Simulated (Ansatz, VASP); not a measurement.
# WS2 in two plane-wave programs

Wanted: the spread between two codes on one cell, functional and k mesh. The cell is taken from a series of runs on this material, whose earlier steps may have relaxed, scaled, displaced or heated it; both programs get it as it stands.

Method: plane waves, with VASP 6.6.1 beside it; single point at PBEsol, in Ansatz 0.2.0.

## Step 1: Set-up

The cell holds 6 atoms: 2 W and 4 S. Cell: a = 3.145 Å, b = 5.448 Å, c = 29.504 Å, α = 90.0°, β = 90.0°, γ = 90.0°. It derives from WS2. Vacuum lies along c.

Coordinates:

```cif
data_structure
_symmetry_space_group_name_H-M 'P 1'
_symmetry_Int_Tables_number 1
_cell_length_a 3.1453
_cell_length_b 5.4478
_cell_length_c 29.5040
_cell_angle_alpha 90.000
_cell_angle_beta 90.000
_cell_angle_gamma 90.000
_cell_volume 505.55
loop_
_atom_site_label
_atom_site_type_symbol
_atom_site_fract_x
_atom_site_fract_y
_atom_site_fract_z
_atom_site_occupancy
W1 W 0.00000 0.00734 0.33893 1
W2 W 0.50000 0.49266 0.33895 1
S3 S 0.00000 0.33367 0.39359 1
S4 S 0.50000 0.83300 0.39207 1
S5 S 0.50000 0.16633 0.28429 1
S6 S 0.00000 0.66700 0.28580 1
```

## Step 2: VASP: single point, PBEsol, pair 1

With cell and atoms fixed, the geometry can't cause a difference; cores, projectors, grids and the points listed under the comparison can.

Lines of VASP's logs that name or quote its potential files are left out, and so is its time.

INCAR

```
SYSTEM = WS2
PREC = Accurate
ENCUT = 520
EDIFF = 1E-06
NELM = 120
ISMEAR = 1
SIGMA = 0.2
LREAL = .FALSE.
ALGO = Normal
GGA = PS
NBANDS = 24
LASPH = .TRUE.
LORBIT = 11
LWAVE = .FALSE.
LCHARG = .FALSE.
ISIF = 2
LDIPOL = .TRUE.
IDIPOL = 3
DIPOL = 0.5 0.5 0.339
LVHAR = .TRUE.
GGA_COMPAT = .FALSE.
NELMDL = -8
KPAR = 2
```

POSCAR

```
WS2
1.0
    3.1452997703      0.0000000000      0.0000000000
    0.0000000000      5.4478190071      0.0000000000
    0.0000000000      0.0000000000     29.5040000000
W S
2 4
Direct
    1.0000000000      0.0073422330      0.3389282882
    0.5000000000      0.4926577670      0.3389458983
    1.0000000000      0.3336656391      0.3935879932
    0.5000000000      0.8330010275      0.3920692709
    0.5000000000      0.1663343609      0.2842861934
    1.0000000000      0.6669989725      0.2858049157
```

KPOINTS

```
Automatic mesh
0
Gamma
12 8 1
0 0 0
```

PAW data sets: W and S (PBE family, release 64).

Started as:

```
$ mpirun -np 2 vasp_std
```

Numbers of over 12 decimals in the logs are rounded to 6 here.

Output:

```text
[banner, memory and clock lines left out]
running    2 mpi-ranks, on    1 nodes
 distrk:  each k-point on    1 cores,    2 groups
 distr:  one band on    1 cores,    1 groups

 POSCAR found type information on POSCAR W S
 POSCAR found :  2 types and       6 ions
|                                                                             |
|               ----> ADVICE to this user running VASP <----                  |
|                                                                             |
|     You enforced a specific xc type in the INCAR file but a different       |
|     [... a line on the potential file left out ...]
|     I HOPE YOU KNOW WHAT YOU ARE DOING!                                     |
|                                                                             |

 LDA part: xc-table for (Slater+PW92), standard interpolation
 POSCAR, INCAR and KPOINTS ok, starting setup
 FFT: planning ... GRIDC
 FFT: planning ... GRID_SOFT
 FFT: planning ... GRID
 WAVECAR not read
 entering main loop
       N       E                     dE             d eps       ncg     rms          rms(c)
DAV:   1     0.300568767776E+03    0.30057E+03   -0.11455E+04  1680   0.107E+03
DAV:   2    -0.183984523168E+01   -0.30241E+03   -0.29247E+03  2736   0.208E+02
DAV:   3    -0.502760155592E+02   -0.48436E+02   -0.48085E+02  2168   0.989E+01
DAV:   4    -0.516504801493E+02   -0.13745E+01   -0.13651E+01  2392   0.211E+01
DAV:   5    -0.516855145355E+02   -0.35034E-01   -0.35006E-01  2416   0.297E+00
DAV:   6    -0.516861791168E+02   -0.66458E-03   -0.66439E-03  2416   0.446E-01
DAV:   7    -0.516862107576E+02   -0.31641E-04   -0.31638E-04  2440   0.793E-02
DAV:   8    -0.516862122392E+02   -0.14817E-05   -0.14812E-05  2144   0.149E-02    0.395E+01
DAV:   9    -0.494107799035E+02    0.22754E+01   -0.11619E+01  2520   0.172E+01    0.182E+01
DAV:  10    -0.492147218851E+02    0.19606E+00   -0.65886E+00  2272   0.139E+01    0.978E+00
DAV:  11    -0.488421522555E+02    0.37257E+00   -0.10574E+00  2264   0.619E+00    0.151E+00
DAV:  12    -0.488385858623E+02    0.35664E-02   -0.15897E-01  2440   0.206E+00    0.499E-01
DAV:  13    -0.488353368189E+02    0.32490E-02   -0.16590E-02  2272   0.798E-01    0.557E-01
DAV:  14    -0.488351665733E+02    0.17025E-03   -0.29197E-03  2312   0.313E-01    0.182E-01
[...]
DAV:  21    -0.488349190324E+02   -0.32158E-04   -0.21718E-06  1600   0.818E-03    0.959E-03
DAV:  22    -0.488349561566E+02   -0.37124E-04   -0.18904E-06  1624   0.532E-03    0.522E-03
DAV:  23    -0.488349740908E+02   -0.17934E-04   -0.58581E-07  1528   0.351E-03    0.100E-02
DAV:  24    -0.488349835603E+02   -0.94695E-05   -0.58315E-07  1504   0.320E-03    0.443E-03
DAV:  25    -0.488349914116E+02   -0.78513E-05   -0.25279E-07  1320   0.215E-03    0.136E-03
DAV:  26    -0.488349924863E+02   -0.10747E-05   -0.34668E-08  1112   0.109E-03    0.670E-04
DAV:  27    -0.488349990407E+02   -0.65544E-05   -0.21634E-07  1352   0.154E-03    0.139E-03
DAV:  28    -0.488349998342E+02   -0.79353E-06   -0.26618E-08  1232   0.957E-04
   1 F= -.48835000E+02 E0= -.48833763E+02  d E =-.370985E-02
```

Parts of OUTCAR (step 2):

```text
ion  position               nearest neighbor table
   1  0.000  0.007  0.339-   3 2.40   5 2.41   5 2.41   4 2.42   4 2.42   6 2.43   2 3.08   2 3.08
                             2 3.21   2 3.21
   2  0.500  0.493  0.339-   5 2.40   3 2.41   3 2.41   6 2.42   6 2.42   4 2.43   1 3.08   1 3.08
                             1 3.21   1 3.21
   3  0.000  0.334  0.394-   1 2.40   2 2.41   2 2.41
   4  0.500  0.833  0.392-   1 2.42   1 2.42   2 2.43
   5  0.500  0.166  0.284-   2 2.40   1 2.41   1 2.41
   6  0.000  0.667  0.286-   2 2.42   2 2.42   1 2.43

  LATTYP: Found a simple orthorhombic cell.
 ALAT       =     3.1452997703
 B/A-ratio  =     1.7320508075
 C/A-ratio  =     9.3803459621

 Subroutine GETGRP returns: Found  4 space group operations
 (whereof  2 operations were pure point group operations)

The static configuration has the point symmetry C_1h.
 The point group associated with its full space group is C_2h.

 Found     35 irreducible k-points:

   k-points           NKPTS =     35   k-points in BZ     NKDIM =     35   number of bands    NBANDS=     24

   dimension x,y,z NGX =    24 NGY =   42 NGZ =  224
   dimension x,y,z NGXF=    48 NGYF=   84 NGZF=  448

   ENCUT  =  520.0 eV  38.22 Ry    6.18 a.u.   5.85 10.13 54.86*2*pi/ulx,y,z

   NELECT =      36.0000    total number of electrons

 k-points in reciprocal lattice and weights: Automatic mesh
   0.00000000  0.00000000  0.00000000       0.010
   0.08333333  0.00000000  0.00000000       0.021
   0.16666667  0.00000000  0.00000000       0.021
   0.25000000  0.00000000  0.00000000       0.021
   0.33333333  0.00000000  0.00000000       0.021
   0.41666667  0.00000000  0.00000000       0.021
   0.50000000  0.00000000  0.00000000       0.010
   0.00000000  0.12500000  0.00000000       0.021
   0.08333333  0.12500000  0.00000000       0.042
[...]
0.41666667  0.50000000  0.00000000       0.021
   0.50000000  0.50000000  0.00000000       0.010

 dipolmoment           0.000000      0.000000      0.000013 electrons x Angstroem

 average (electrostatic) potential at core
       1 -48.7185       2 -48.7185       3 -94.8029       4 -94.7608       5 -94.8029
       6 -94.7608

 E-fermi :  -2.5127

 k-point     1 :       0.0000    0.0000    0.0000
  band No.  band energies     occupation
    ...
     16      -3.5868      2.00000
     17      -3.2617      2.00000
     18      -3.2424      2.00000
     19      -2.7979      2.06159
     20      -2.7955      2.06251
     21      -0.6162     -0.00000
     22      -0.0544     -0.00000
     23       1.0237     -0.00000
     24       1.0409     -0.00000

 k-point     2 :       0.0833    0.0000    0.0000
  band No.  band energies     occupation
    ...
     14      -5.4874      2.00000
     15      -4.0069      2.00000
     16      -3.8676      2.00000
     17      -3.7661      2.00000
     18      -3.4780      2.00000
     19      -2.4477      0.48058
     20      -2.4002      0.19506
     21      -0.7345     -0.00000
     22      -0.1396     -0.00000
     23       0.7428     -0.00000
    ...

 k-point     3 :       0.1667    0.0000    0.0000
  band No.  band energies     occupation
    ...
     14      -5.3131      2.00000
     15      -5.0504      2.00000
     16      -4.3923      2.00000
     17      -3.4916      2.00000
     18      -3.2753      2.00000
     19      -2.1406     -0.02443
     20      -2.0337     -0.00365
     21      -0.9721     -0.00000
     22      -0.4336     -0.00000
     23       0.4391     -0.00000
    ...

  Total       -0.7449800     -0.1832336     -0.0560238      0.0000000      0.0363885      0.0000000
  in kB       -2.3609652     -0.5806977     -0.1775489      0.0000000      0.1153213      0.0000000
  external PRESSURE =      -1.0397372 kB  Pullay stress =       0.0000000 kB

  energy-cutoff  :      520.00
  volume of cell :      505.55
      direct lattice vectors                 reciprocal lattice vectors
     3.145299770  0.000000000  0.000000000     0.317934719  0.000000000  0.000000000
     0.000000000  5.447819007  0.000000000     0.000000000  0.183559696  0.000000000
     0.000000000  0.000000000 29.504000000     0.000000000  0.000000000  0.033893709

 POSITION                                       TOTAL-FORCE (eV/Angst)
 -----------------------------------------------------------------------------------
      0.00000      0.04000      9.99974         0.000000      0.990074     -0.021991
      1.57265      2.68391     10.00026         0.000000     -0.990074      0.021991
      0.00000      1.81775     11.61242         0.000000      0.015437      0.098242
      1.57265      4.53804     11.56761         0.000000     -0.004102     -0.102882
      1.57265      0.90616      8.38758         0.000000     -0.015437     -0.098242
      0.00000      3.63369      8.43239         0.000000      0.004102      0.102882
 -----------------------------------------------------------------------------------
    total drift:                                0.000000      0.000001      0.000137

  FREE ENERGIE OF THE ION-ELECTRON SYSTEM (eV)
  ---------------------------------------------------
  free  energy   TOTEN  =       -48.8349998342 eV

  energy  without entropy=      -48.8312899881  energy(sigma->0) =      -48.83376322

 vacuum level on the upper side and lower side of the slab         2.409         2.409

 total charge
# of ion       s       p       d       tot
------------------------------------------
    1        0.568   0.714   4.260   5.542
    2        0.568   0.714   4.260   5.542
    3        1.357   2.322   0.000   3.680
    4        1.355   2.331   0.000   3.686
    5        1.357   2.322   0.000   3.680
    6        1.355   2.331   0.000   3.686
--------------------------------------------------
tot          6.561  10.734   8.520  25.815

[... 3 further parts left out ...]
```

This run has no spin polarisation, so a moment on W, if there is one, isn't seen.

## Step 3: Ansatz: single point, PBEsol, pair 1

Ansatz runs on its PAW soft_1 files.

The same cell, functional, mesh and smearing now go to Ansatz, which takes its cutoff from its data sets.

input.yaml

```yaml
crystal:
  lattice:
    - [3.1452997703, 0.0, 0.0]
    - [0.0, 5.4478190071, 0.0]
    - [0.0, 0.0, 29.504]
  atoms:
    - { symbol: W, position: [0.0, 0.007342233, 0.3389282882] }
    - { symbol: W, position: [0.5, 0.492657767, 0.3389458983] }
    - { symbol: S, position: [1.0, 0.3336656391, 0.3935879932] }
    - { symbol: S, position: [0.5, 0.8330010275, 0.3920692709] }
    - { symbol: S, position: [0.5, 0.1663343609, 0.2842861934] }
    - { symbol: S, position: [1.0, 0.6669989725, 0.2858049157] }
  periodic: [true, true, false]
kpoints:
  mp_grid: { grid: [12, 8, 1] }
hamiltonian:
  xc: pbesol
  pseudopotentials: { kind: paw, azcp: { folder: soft_1 }, xc_functional: pbe }
scf:
  occupations: { method: methfessel_paxton, width: 0.2 }
output:
  forces: true
  stress: true
  eigenvalues: true
```

Started as:

```
$ ansatz run input.yaml --threads 4 --pin off --max-ram 16384MiB --backend cpu --events-out ev --progress --plain --runs-dir out
```

Output:

```text
Engine: ansatz 0.2.0, aarch64-unknown-linux-gnu
Pseudopotentials: kind: paw
Pseudopotential: W, paw, valence charge 14, recommended cutoff 420 eV (normal), soft_1/W.paw.azcp
Pseudopotential: S, paw, valence charge 6, recommended cutoff 420 eV (normal), soft_1/S.paw.azcp
Functional definition: PBEsol
  exchange = pbesol_x
  correlation = pbesol_c
Crystal: 6 atoms, lattice volume = 505.552 Å³
Basis set: ecut = 420 eV, 9915 PW (Γ), exchange–correlation on 48×80×400 points (8 copies of the dense FFT grid, shifted against one another)
Bands: 32, of which v1, the nominal top of the filled ones, is band 26 counted from 1 (25 counted from 0)
Symmetry: 4 space group operations
Space group: P21/m (ITA 11), of the structure as read, at distance tolerance 8.0e-5 Å
k-points: 35 of 96
Non-local potential: W, projectors of the file, l = 0: 3, l = 1: 2, l = 2: 2, l = 3: 1
Non-local potential: S, projectors of the file, l = 0: 2, l = 1: 2, l = 2: 1
PAW form: soft (Blöchl's): semilocal exchange-correlation on the pseudo side does not see the compensation charge
PAW frozen core: W, regenerated for the run's functional, and the local potential with it (the file was generated under x = pbe(κ = 0.804, μ = 0.219515), c = pbe(β = 0.066725))
PAW frozen core: S, regenerated for the run's functional, and the local potential with it (the file was generated under x = pbe(κ = 0.804, μ = 0.219515), c = pbe(β = 0.066725))
PAW one-centre angular grid: W, 590 points (default); XC on 64 Gauss nodes
PAW one-centre angular grid: S, 110 points (default); XC on 64 Gauss nodes
Initial density: superposition of atomic densities (neutral atoms: chi_scale 0, normalization atom)
Initial wavefunctions: pseudopotential atomic-orbital guess
Functional: x = pbesol(κ = 0.804, μ = 0.123457), c = pbesol(β = 0.046)
SCF iter   1: F=—  HF=-24059.200639 eV  |F-HF|=—  |Δ(HF+E_count)|=         —  Δρ=2.02e-2  dr2=2.43e0  ethr=3.10e-3  ⟨swp⟩=15.2  Hψ=9311  notcnv=0
preconditioner: auto → LDOS  [metal: Δε(μ)=0.009 eV  Ē_g=8.362 eV  σ=0.200 eV  W_gap=0.04  n_scr=42 (ndim 8)  ℏωp=9.9 eV  f_vac=0.755  D(μ)=2.78/eV (n_scr^D=8)  β→1.0]
SCF iter   2: F=—  HF=-24058.700416 eV  |F-HF|=—  |Δ(HF+E_count)|=   5.00e-1  S|Δr|=    0.00e0  Δρ=1.08e-2  dr2=1.18e0  ethr=3.10e-3  ⟨swp⟩=4.9  Hψ=3988  notcnv=0  defer=18
SCF iter   3: F=—  HF=-24058.360918 eV  |F-HF|=—  |Δ(HF+E_count)|=   3.39e-1  S|Δr|=    0.00e0  Δρ=2.09e-3  dr2=3.15e-2  ethr=2.28e-3  ⟨swp⟩=3.6  Hψ=2888  notcnv=0  defer=18
SCF iter   4: F=—  HF=-24058.359450 eV  |F-HF|=—  |Δ(HF+E_count)|=   1.47e-3  S|Δr|=    0.00e0  Δρ=7.76e-4  dr2=3.64e-3  ethr=6.06e-5  ⟨swp⟩=3.1  Hψ=2716  notcnv=0  defer=16
SCF iter   5: F=—  HF=-24058.358452 eV  |F-HF|=—  |Δ(HF+E_count)|=   9.98e-4  S|Δr|=    0.00e0  Δρ=2.05e-4  dr2=1.05e-4  ethr=7.00e-6  ⟨swp⟩=3.7  Hψ=2901  notcnv=0  defer=16
SCF iter   6: F=—  HF=-24058.358524 eV  |F-HF|=—  |Δ(HF+E_count)|=   7.15e-5  S|Δr|=    0.00e0  Δρ=5.39e-5  dr2=2.42e-5  ethr=2.01e-7  ⟨swp⟩=3.3  Hψ=2675  notcnv=0  defer=16
SCF iter   7: F=—  HF=-24058.358374 eV  |F-HF|=—  |Δ(HF+E_count)|=   1.50e-4  S|Δr|=    0.00e0  Δρ=1.45e-5  dr2=1.29e-6  ethr=4.65e-8  ⟨swp⟩=3.5  Hψ=2690  notcnv=0  defer=16
SCF iter   8: F=—  HF=-24058.358375 eV  |F-HF|=—  |Δ(HF+E_count)|=   1.01e-6  S|Δr|=    0.00e0  Δρ=3.96e-6  dr2=1.01e-7  ethr=1.92e-10  ⟨swp⟩=15.7  Hψ=9633  notcnv=0
SCF iter   9: F=-24058.358375 eV  HF=-24058.358375 eV  |F-HF|=3.76e-8  |Δ(HF+E_count)|=   1.16e-7  S|Δr|=    0.00e0  Δρ=1.01e-6  dr2=7.50e-9  ethr=1.92e-10  ⟨swp⟩=6.1  Hψ=5031  notcnv=0
SCF 1 converged in 9 iterations: F = -24058.358375 eV  dr2 = 7.50e-9
  greatest PAW one-centre occupation: 0.999 electrons in one spin orbital (limit 2), on the W atom at site 1 (counted from 0), in its partial waves of l = 0
SCF converged after 9 iterations
Stability not checked: this state was not tested for a lower state beside it, because cold or Methfessel-Paxton smearing, or corrected tetrahedra, fill the levels in a way that the test cannot read (fill_not_monotonic; see scf.lower_state_search)
Free energy (F): -24058.358375 eV
Harris-Foulkes:  -24058.358375 eV  (|F-HF|=3.76e-8)
Internal energy: -24058.354304 eV  (E = F + TS)
E sigma→0 (E₀):  -24058.357357 eV
Entropy (-TS):   -0.004071 eV (-0.678 meV/atom)
Fermi energy:    -4.948883 eV
--- Per-component energies (eV) ---
  E_band       = -1247.906456
  E_kinetic    = 1268.763867
  E_local      = -87713.734762  (includes V_loc(G=0)·N_el)
  E_nonlocal   = 93.905236
  E_hartree    = 43131.760915
  E_xc         = -884.319387
  E_vxc        = -793.188693  (∫ρ·V_xc dr)
  E_paw        = -19271.450460  (= ΣΔE_a)
  E_vpaw       = -367.168644  (= ΣTr[D̂ρ^β])
  E_aug_tail   = 0.000310  (compensation charges beyond the density's cutoff)
  E_ewald      = 39316.028465
  E_core_change = 0.691513  (= ΣΔE_core)
  E_smearing   = -0.004071  (= −TS)
  E_closure    = 0.000000  (closes the sum)
  Σ components = -24058.358375   (vs F -24058.358375, Δ=0.00e0)
--- Forces (eV/Å), atoms counted from 1 ---
  atom   1  W      0.00000000     0.97448403    -0.02240772
  atom   2  W      0.00000000    -0.97448403     0.02240772
  atom   3  S      0.00000000     0.01750873     0.11856739
  atom   4  S      0.00000000    -0.00392734    -0.08495380
  atom   5  S      0.00000000    -0.01750873    -0.11856739
  atom   6  S      0.00000000     0.00392734     0.08495380
  max |Σ_I F_I| component: 0.00e0 eV/Å
--- 2D stress c σ (N/m, compression-positive) ---
       -0.340923      -0.000000      -0.000000
       -0.000000       0.185371       0.000000
        0.000000       0.000000       0.000000
  P = ½ c Tr σ = -0.0778 N/m
--- Band table (eV; the first three rows and the last of 35) ---
  k-point 0: bands = [... 22 lower, -6.7434, -6.0058, -5.6814, -5.6621, -5.2601, -5.2578, -3.0065, -2.4589, ... 2 higher]
  k-point 1: bands = [... 22 lower, -6.7698, -6.3287, -6.0697, -5.9338, -4.9809, -4.8805, -3.1065, -2.7474, ... 2 higher]
  k-point 2: bands = [... 22 lower, -7.0877, -6.8505, -6.5447, -6.0151, -4.7470, -4.4418, -3.3297, -3.2980, ... 2 higher]
  k-point 34: bands = [... 22 lower, -7.2794, -7.2794, -6.7492, -6.7492, -3.0214, -3.0214, -2.4492, -2.4492, ... 2 higher]
```

The column dr2 measures how far the density is from self-consistency, as an energy; F and HF (Harris–Foulkes) agree once it is small.

## Step 4: Side by side

Known differences besides the potentials themselves: Ansatz cuts the interaction across the vacuum, VASP repeats the sheet with a dipole correction; the data sets hold 52 valence electrons in Ansatz (on its PAW soft_1 files) and 36 in VASP; the cutoff is 420 eV in Ansatz and 520 eV in VASP; Ansatz makes its cores anew for this functional, VASP keeps those of its PBE data sets. Total energies have different zeros and are not compared.

Forces (eV/Å; atoms numbered as in POSCAR):

| atom | Ansatz x, y, z | VASP x, y, z |
| --- | --- | --- |
| W1 | 0.000, 0.974, -0.022 | 0.000, 0.990, -0.022 |
| W2 | 0.000, -0.974, 0.022 | 0.000, -0.990, 0.022 |
| S3 | 0.000, 0.018, 0.119 | 0.000, 0.015, 0.098 |
| S4 | 0.000, -0.004, -0.085 | 0.000, -0.004, -0.103 |
| S5 | 0.000, -0.018, -0.119 | 0.000, -0.015, -0.098 |
| S6 | 0.000, 0.004, 0.085 | 0.000, 0.004, 0.103 |

The forces differ by 10 meV/Å r.m.s., which is 3.1 % of the r.m.s. force of 0.334 eV/Å (both taken over all components). With vacuum in the cell, a pressure given here is an average over mostly empty space and none of the material.

[end of part 1 of 2]

[Lines on the potential files, build, host, timing and source positions are cut from VASP's logs without a mark.]

[Logs are printed without paths, hosts, clocks, repeated set-up lines and the standing remarks that a program may print on its own settings, such as how far it seeks lower states.]

[Hosts, paths, dates, database ids (printed as entryN), source tags and the programs' standing remarks are cut or masked in the printed files.]
